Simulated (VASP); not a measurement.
# HfTaN3 (Cmcm) in VASP: band structure with PBE

Aim: the band structure of HfTaN3 with PBE.

Everything below comes from runs of VASP 6.6.1. Logs are shortened: lines on timing, memory, paths and dates and some standing lists are left out, and cuts for length are marked.

## (1) Starting point

It takes space group Cmcm (No. 63, orthorhombic). The conventional cell has a = 3.039 Å, b = 9.856 Å, c = 7.439 Å, α = 90.00°, β = 90.00°, γ = 90.00°. Hf (site symmetry m2m) is surrounded by 6 N at 2.13 to 2.33 Å. Ta (site symmetry 2/m) is surrounded by 6 N at 2.07 to 2.10 Å. N (site symmetry m2m) has 2 Ta at 2.07 Å and 2 Hf at 2.13 Å as nearest neighbours. N (site symmetry m) is surrounded by 2 Ta at 2.10 Å and 2 Hf at 2.33 Å.

The cell was built by a generator and needn't be a form met in nature.

## (2) Band structure, PBE

POSCAR reads:

```
HfTaN3
1.0
    1.5193500000     -4.9279400000      0.0000000000
    1.5193500000      4.9279400000      0.0000000000
    0.0000000000      0.0000000000      7.4390300000
Hf Ta N
2 2 6
Direct
    0.2567970000      0.7432030000      0.7500000000
    0.7432030000      0.2567970000      0.2500000000
    0.0000000000      0.0000000000      0.5000000000
    0.0000000000      0.0000000000      0.0000000000
    0.9075430000      0.0924570000      0.7500000000
    0.0924570000      0.9075430000      0.2500000000
    0.6373680000      0.3626320000      0.5722960000
    0.6373680000      0.3626320000      0.9277040000
    0.3626320000      0.6373680000      0.0722960000
    0.3626320000      0.6373680000      0.4277040000
```

INCAR.step1 reads:

```
PREC = Accurate
ENCUT = 520
EDIFF = 1E-6
ISMEAR = 0
SIGMA = 0.1
LREAL = False
LASPH = True
NELM = 100
ALGO = Normal
ISIF = 2
LWAVE = False
LCHARG = True
LMAXMIX = 4
GGA = PE
KPAR = 4
```

KPOINTS.step1 reads:

```
regular mesh
0
Gamma
  10 10 4
```

INCAR.step2 reads:

```
PREC = Accurate
ENCUT = 520
EDIFF = 1E-6
ISMEAR = 0
SIGMA = 0.05
LREAL = False
LASPH = True
NELM = 100
ALGO = Normal
ISIF = 2
LWAVE = False
LCHARG = False
LMAXMIX = 4
GGA = PE
KPAR = 4
ICHARG = 11
```

KPOINTS.step2 reads:

```
path GXSRAZGYX1A1TY,ZT
10
line-mode
reciprocal
 0.0000000000  0.0000000000  0.0000000000  G
 0.2737642901  0.2737642901  0.0000000000  X

 0.2737642901  0.2737642901  0.0000000000  X
 0.0000000000  0.5000000000  0.0000000000  S

 0.0000000000  0.5000000000  0.0000000000  S
 0.0000000000  0.5000000000  0.5000000000  R

 0.0000000000  0.5000000000  0.5000000000  R
 0.2737642901  0.2737642901  0.5000000000  A

 0.2737642901  0.2737642901  0.5000000000  A
 0.0000000000  0.0000000000  0.5000000000  Z

 0.0000000000  0.0000000000  0.5000000000  Z
 0.0000000000  0.0000000000  0.0000000000  G

 0.0000000000  0.0000000000  0.0000000000  G
-0.5000000000  0.5000000000  0.0000000000  Y

-0.5000000000  0.5000000000  0.0000000000  Y
-0.2737642901  0.7262357099  0.0000000000  X1

-0.2737642901  0.7262357099  0.0000000000  X1
-0.2737642901  0.7262357099  0.5000000000  A1

-0.2737642901  0.7262357099  0.5000000000  A1
-0.5000000000  0.5000000000  0.5000000000  T

-0.5000000000  0.5000000000  0.5000000000  T
-0.5000000000  0.5000000000  0.0000000000  Y

 0.0000000000  0.0000000000  0.5000000000  Z
-0.5000000000  0.5000000000  0.5000000000  T
```

Potentials or basis: VASP PAW PBE potentials, release 64 (Hf_pv, Ta_pv, N).

Run with:

```bash
$ cat potpaw_PBE.64/Hf_pv/POTCAR potpaw_PBE.64/Ta_pv/POTCAR potpaw_PBE.64/N/POTCAR > POTCAR
$ cp INCAR.step1 INCAR
$ cp KPOINTS.step1 KPOINTS
$ mpirun -np 4 vasp_std > vasp.out
$ cp INCAR.step2 INCAR
$ cp KPOINTS.step2 KPOINTS
$ mpirun -np 4 vasp_std > vasp.out
```

OUTCAR:

```text
PREC = Accurate
   ENCUT = 520
   EDIFF = 1E-6
   ISMEAR = 0
   LREAL = False
   LASPH = True
   NELM = 100
   ISIF = 2
   GGA = PE
   ICHARG = 11

 ion  position               nearest neighbor table
   1  0.257  0.743  0.750-   5 2.13   5 2.13   8 2.33   7 2.33   7 2.33   8 2.33  10 2.61   9 2.61
                             4 3.14   3 3.14   4 3.39   4 3.39   3 3.39   3 3.39
   2  0.743  0.257  0.250-   6 2.13   6 2.13   9 2.33   9 2.33  10 2.33  10 2.33   8 2.61   7 2.61
                             4 3.14   3 3.14   3 3.39   3 3.39   4 3.39   4 3.39
   3  0.000  0.000  0.500-   5 2.07   6 2.07   7 2.10  10 2.10   7 2.10  10 2.10   1 3.14   2 3.14
                             2 3.39   1 3.39   1 3.39   2 3.39
   4  0.000  0.000  0.000-   5 2.07   6 2.07   8 2.10   9 2.10   8 2.10   9 2.10   1 3.14   2 3.14
                             2 3.39   1 3.39   1 3.39   2 3.39
   5  0.908  0.092  0.750-   3 2.07   4 2.07   1 2.13   1 2.13
   6  0.092  0.908  0.250-   3 2.07   4 2.07   2 2.13   2 2.13
   7  0.637  0.363  0.572-   3 2.10   3 2.10   1 2.33   1 2.33   2 2.61
   8  0.637  0.363  0.928-   4 2.10   4 2.10   1 2.33   1 2.33   2 2.61
   9  0.363  0.637  0.072-   4 2.10   4 2.10   2 2.33   2 2.33   1 2.61
  10  0.363  0.637  0.428-   3 2.10   3 2.10   2 2.33   2 2.33   1 2.61

  LATTYP: Found a base centered orthorhombic cell.
 ALAT       =     3.0387000000
 B/A-ratio  =     3.2434527923
 C/A-ratio  =     2.4480962254

  Lattice vectors:

 A1 = (   1.5193500000,  -4.9279400000,   0.0000000000)
 A2 = (   1.5193500000,   4.9279400000,   0.0000000000)
 A3 = (   0.0000000000,   0.0000000000,   7.4390300000)

Analysis of symmetry for initial positions (statically):
=====================================================================
 Subroutine PRICEL returns:
 Original cell was already a primitive cell.

 Routine SETGRP: Setting up the symmetry group for a
 base centered orthorhombic supercell.

 Subroutine GETGRP returns: Found  8 space group operations
 (whereof  4 operations were pure point group operations)
 out of a pool of  8 trial point group operations.

The static configuration has the point symmetry C_2h.
 The point group associated with its full space group is D_2h.

Analysis of symmetry for dynamics (positions and initial velocities):
=====================================================================
 Subroutine PRICEL returns:
 Original cell was already a primitive cell.

 Routine SETGRP: Setting up the symmetry group for a
 base centered orthorhombic supercell.

 Subroutine GETGRP returns: Found  8 space group operations
[... 128 lines left out ...]
   NUPDOWN=      -1.0000    fix difference up-down
   EMIN   =  10.00;   EMAX   =-10.00  energy-range for DOS
   EFERMI =   0.00;   METHOD = LEGACY
   ISMEAR =     0;   SIGMA  =   0.05  broadening in eV -4-tet -1-fermi 0-gaus
   EFERMI_NEDOS =   21; number of points for ismear=-14 and -15
   IALGO  =     38    algorithm
   IMIX   =      4    mixing-type and parameters
     AMIX     =   0.40;   BMIX     =  1.00
     AMIX_MAG =   1.60;   BMIX_MAG =  1.00
  volume/ion in A,a.u.               =      11.14        75.17
  Fermi-wavevector in a.u.,A,eV,Ry     =   1.415454  2.674821 27.259416  2.003511
  Thomas-Fermi vector in A             =   2.536891
   LORBIT       =      0    0 simple, 1 ext, 2 COOP (PROOUT), +10 PAW based schemes
   GGA     = PE    functional components
   LHFCALC =     F    Hartree Fock is set to
   AEXX    =    0.0000 exact exchange contribution
   IVDW    =     0    specifies the selected vdW correction
   LEPSILON=     F    determine dielectric tensor
   LRPA    =     F    only Hartree local field effects (RPA)
 non-spin polarized calculation
 Gauss-broadening in eV      SIGMA  =   0.05
  energy-cutoff  :      520.00
  volume of cell :      111.40
 maximum number of plane-waves:      3034
 NGX is ok and might be reduce to    40

 number of electron      71.9999991 magnetization

 Free energy of the ion-electron system (eV)
  ---------------------------------------------------
  ext. energy  EPLUGINS =         0.00000000
  ---------------------------------------------------
  free energy    TOTEN  =      -105.72081765 eV

  energy without entropy =     -105.71987371  energy(sigma->0) =     -105.72034568

 E-fermi :   5.9373     XC(G=0): -12.4166

 val. band max:        5.9154834672   @ k =   0.0000   0.0000   0.2222
 cond. band min:       5.9549016065   @ k =  -0.4497   0.5503   0.0000
 fundamental gap:      0.0394181393
 Fermi energy:         5.9373092444

 k-point     1 :       0.0000    0.0000    0.0000
  band No.  band energies     occupation
      1     -29.0123      2.00000
      2     -28.9951      2.00000
      3     -28.9721      2.00000
      4     -28.8754      2.00000
      5     -28.6639      2.00000
      6     -28.6592      2.00000
[... 1093 lines left out ...]
     42      10.3726      0.00000
     43      10.7226      0.00000

 [... further k-points ...]

------------------------ aborting loop because EDIFF is reached ----------------------------------------

  FORCE on cell =-STRESS in cart. coord.  units (eV):
  Direction    XX          YY          ZZ          XY          YZ          ZX
  --------------------------------------------------------------------------------------
  -------------------------------------------------------------------------------------
  Total        0.4353148      1.2660739      1.1544328      0.0000000     -0.0000000      0.0000000
  in kB        6.2610105     18.2095863     16.6038846      0.0000000     -0.0000000      0.0000000
  external PRESSURE =      13.6914938 kB  Pullay stress =       0.0000000 kB

 VOLUME and BASIS-vectors are now :
 -----------------------------------------------------------------------------
  energy-cutoff  :      520.00
  volume of cell :      111.40
      direct lattice vectors                 reciprocal lattice vectors
     1.519350000 -4.927940000  0.000000000     0.329088097 -0.101462274  0.000000000
     1.519350000  4.927940000  0.000000000     0.329088097  0.101462274  0.000000000
     0.000000000  0.000000000  7.439030000     0.000000000  0.000000000  0.134426128

 POSITION                                       TOTAL-FORCE (eV/Angst)
 -----------------------------------------------------------------------------------
      1.51935      2.39698      5.57927         0.000000      0.173837      0.000000
      1.51935     -2.39698      1.85976         0.000000     -0.173837      0.000000
      0.00000      0.00000      3.71951        -0.000000     -0.000000      0.000000
      0.00000      0.00000      0.00000         0.000000     -0.000000      0.000000
      1.51935     -4.01669      5.57927         0.000000     -0.015926      0.000000
      1.51935      4.01669      1.85976         0.000000      0.015926      0.000000
      1.51935     -1.35388      4.25733         0.000000     -0.202238      0.038823
      1.51935     -1.35388      6.90122         0.000000     -0.202238     -0.038823
      1.51935      1.35388      0.53781         0.000000      0.202238      0.038823
      1.51935      1.35388      3.18170         0.000000      0.202238     -0.038823
 -----------------------------------------------------------------------------------
    total drift:                                0.000000     -0.000000      0.000000

  FREE ENERGIE OF THE ION-ELECTRON SYSTEM (eV)
  ---------------------------------------------------
  free  energy   TOTEN  =      -105.7208176474 eV

  energy  without entropy=     -105.7198737143  energy(sigma->0) =     -105.72034568
```

OSZICAR.step1:

```text
N       E                     dE             d eps       ncg     rms          rms(c)
DAV:   1     0.553561647886E+03    0.55356E+03   -0.40025E+04  8038   0.170E+03
DAV:   2    -0.887935756533E+02   -0.64236E+03   -0.62773E+03  9991   0.458E+02
DAV:   3    -0.127295954660E+03   -0.38502E+02   -0.38220E+02  9588   0.104E+02
DAV:   4    -0.127953015675E+03   -0.65706E+00   -0.65517E+00  9796   0.146E+01
DAV:   5    -0.127965810806E+03   -0.12795E-01   -0.12780E-01  9761   0.179E+00    0.843E+01
DAV:   6    -0.107319731616E+03    0.20646E+02   -0.14156E+02  9244   0.485E+01    0.575E+01
DAV:   7    -0.106944066207E+03    0.37567E+00   -0.14443E+01  9273   0.167E+01    0.373E+01
DAV:   8    -0.106720939284E+03    0.22313E+00   -0.33721E+00  9827   0.990E+00    0.109E+01
DAV:   9    -0.106612156881E+03    0.10878E+00   -0.51679E-01  9503   0.391E+00    0.209E+00
DAV:  10    -0.106617700869E+03   -0.55440E-02   -0.96019E-02 10364   0.143E+00    0.715E-01
DAV:  11    -0.106613564726E+03    0.41361E-02   -0.17887E-02  9949   0.668E-01    0.384E-01
DAV:  12    -0.106613712201E+03   -0.14748E-03   -0.23385E-03 10004   0.216E-01    0.125E-01
DAV:  13    -0.106613626745E+03    0.85456E-04   -0.41385E-04 10742   0.104E-01    0.622E-02
DAV:  14    -0.106613629569E+03   -0.28236E-05   -0.66868E-05  9716   0.384E-02    0.134E-02
DAV:  15    -0.106613629551E+03    0.17681E-07   -0.31082E-06  8198   0.781E-03
   1 F= -.10661363E+03 E0= -.10661210E+03  d E =-.305417E-02
```

It took 2.9 min on 4 MPI ranks of Intel Xeon 6975P-C (Granite Rapids), shared host; peak memory 0.61 GiB.

What came out:

```yaml
Band_gap_along_the_path: none (metal or under the smearing width)
```

Levels at the corners of the path, in eV from the Fermi level:
| point | band 32 | band 33 | band 34 | band 35 | band 36 | band 37 | band 38 | band 39 | band 40 | band 41 |
| --- | --- | --- | --- | --- | --- | --- | --- | --- | --- | --- |
| Γ | -1.10 | -0.84 | -0.35 | -0.19 | 0.22 | 0.30 | 1.65 | 2.52 | 2.90 | 3.42 |
| X | -2.25 | -1.74 | -1.58 | -1.55 | -0.79 | 1.47 | 1.74 | 3.01 | 3.72 | 4.16 |
| X | -2.25 | -1.74 | -1.58 | -1.55 | -0.79 | 1.47 | 1.74 | 3.01 | 3.72 | 4.18 |
| S | -2.13 | -1.86 | -1.41 | -1.37 | -0.90 | 1.51 | 1.73 | 3.09 | 3.54 | 4.08 |
| S | -2.13 | -1.86 | -1.41 | -1.37 | -0.90 | 1.51 | 1.73 | 3.09 | 3.54 | 4.08 |
| R | -2.41 | -1.65 | -1.65 | -1.20 | -1.20 | 2.19 | 2.19 | 2.85 | 2.85 | 4.50 |
| R | -2.41 | -1.65 | -1.65 | -1.20 | -1.20 | 2.19 | 2.19 | 2.85 | 2.85 | 4.49 |
| A | -2.33 | -1.73 | -1.73 | -1.12 | -1.12 | 2.14 | 2.14 | 2.97 | 2.97 | 4.37 |
| A | -2.33 | -1.73 | -1.73 | -1.12 | -1.12 | 2.14 | 2.14 | 2.97 | 2.97 | 4.37 |
| Z | -1.86 | -0.81 | -0.81 | -0.39 | -0.39 | 0.91 | 0.91 | 3.19 | 3.19 | 3.59 |
| Z | -1.86 | -0.81 | -0.81 | -0.39 | -0.39 | 0.91 | 0.91 | 3.19 | 3.19 | 3.59 |
| Γ | -1.10 | -0.84 | -0.35 | -0.19 | 0.22 | 0.30 | 1.65 | 2.52 | 2.90 | 3.40 |
| Γ | -1.10 | -0.84 | -0.35 | -0.19 | 0.22 | 0.30 | 1.65 | 2.52 | 2.90 | 3.40 |
| Y | -1.97 | -1.58 | -1.46 | -1.37 | -0.38 | -0.16 | 0.95 | 1.82 | 2.40 | 3.32 |
| Y | -1.97 | -1.58 | -1.46 | -1.37 | -0.38 | -0.16 | 0.95 | 1.82 | 2.40 | 3.32 |
| X1 | -2.25 | -1.74 | -1.58 | -1.55 | -0.79 | 1.47 | 1.74 | 3.01 | 3.72 | 4.17 |
| X1 | -2.25 | -1.74 | -1.58 | -1.55 | -0.79 | 1.47 | 1.74 | 3.01 | 3.72 | 4.17 |
| A1 | -2.33 | -1.73 | -1.73 | -1.12 | -1.12 | 2.14 | 2.14 | 2.97 | 2.97 | 4.37 |
| A1 | -2.33 | -1.73 | -1.73 | -1.12 | -1.12 | 2.14 | 2.14 | 2.97 | 2.97 | 4.37 |
| T | -2.29 | -1.86 | -1.86 | -1.07 | -1.07 | 0.43 | 0.43 | 2.90 | 2.90 | 2.92 |
| T | -2.29 | -1.86 | -1.86 | -1.07 | -1.07 | 0.43 | 0.43 | 2.90 | 2.90 | 2.92 |
| Y | -1.97 | -1.58 | -1.46 | -1.37 | -0.38 | -0.16 | 0.95 | 1.82 | 2.40 | 3.33 |
| Z | -1.86 | -0.81 | -0.81 | -0.39 | -0.39 | 0.91 | 0.91 | 3.19 | 3.19 | 3.59 |
| T | -2.29 | -1.86 | -1.86 | -1.07 | -1.07 | 0.43 | 0.43 | 2.90 | 2.90 | 2.92 |

Caveat: the log is that of the step along the path at fixed density, whose energy, stress, charges and moments have no meaning; spin-orbit coupling is left out, which moves the levels of the heavy elements.
